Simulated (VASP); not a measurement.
A convergence study with VASP on PbTe (rock salt): one setting is varied, all else stays as given below, so the limit is that of these other settings.

```
CELL_PARAMETERS angstrom
      0.00000     3.23000     3.23000
      3.23000     0.00000     3.23000
      3.23000     3.23000     0.00000
ATOMIC_POSITIONS crystal
  Te 0.50000 0.50000 0.50000
  Pb 0.00000 0.00000 0.00000
```

Level of theory: PBEsol GGA, VASP's PBE PAW potentials (set 64) (plane waves; VASP 6.6.1). The tightest run used: 550 eV cut-off, 16×16×16 Γ-centred mesh, Gaussian smearing of 0.050 eV, potentials Te Pb_d.

The settings run are 1×1×1 mesh; 2×2×2 mesh; 3×3×3 mesh; 4×4×4 mesh; 5×5×5 mesh; 6×6×6 mesh; 7×7×7 mesh; 8×8×8 mesh; 9×9×9 mesh; 10×10×10 mesh; 11×11×11 mesh; 12×12×12 mesh; 13×13×13 mesh; 14×14×14 mesh; 15×15×15 mesh; 16×16×16 mesh. From which on does the energy per atom stay within 0.002 eV/atom of the tightest run?

From 5×5×5 mesh on: it is off by 0.0010 there and by no more than 0.002 in any finer run, while 4×4×4 mesh is off by 0.0034.
```tsv
setting	E (eV/atom)	pressure (GPa)	irreducible k-points	difference judged (eV/atom)
1×1×1 mesh	-1.2580	24.11	1	2.8713
2×2×2 mesh	-3.2689	7.03	3	0.8604
3×3×3 mesh	-4.1546	-0.44	4	0.0253
4×4×4 mesh	-4.1259	-0.36	8	0.0034
5×5×5 mesh	-4.1303	-0.37	10	0.0010
6×6×6 mesh	-4.1298	-0.35	16	0.0005
7×7×7 mesh	-4.1301	-0.38	20	0.0008
8×8×8 mesh	-4.1292	-0.36	29	0.0001
9×9×9 mesh	-4.1295	-0.37	35	0.0002
10×10×10 mesh	-4.1293	-0.37	47	0.0000
11×11×11 mesh	-4.1293	-0.37	56	0.0000
12×12×12 mesh	-4.1293	-0.37	72	0.0000
13×13×13 mesh	-4.1293	-0.37	84	0.0000
14×14×14 mesh	-4.1293	-0.37	104	0.0000
15×15×15 mesh	-4.1293	-0.37	120	0.0000
16×16×16 mesh	-4.1293	-0.37	145	0.0000
```

Left out are rungs that failed or repeat a setting and relaxations that didn't move; long series are thinned to 24 rows.

The compound is PbTe in the rock salt structure. The cell was not relaxed at this level.
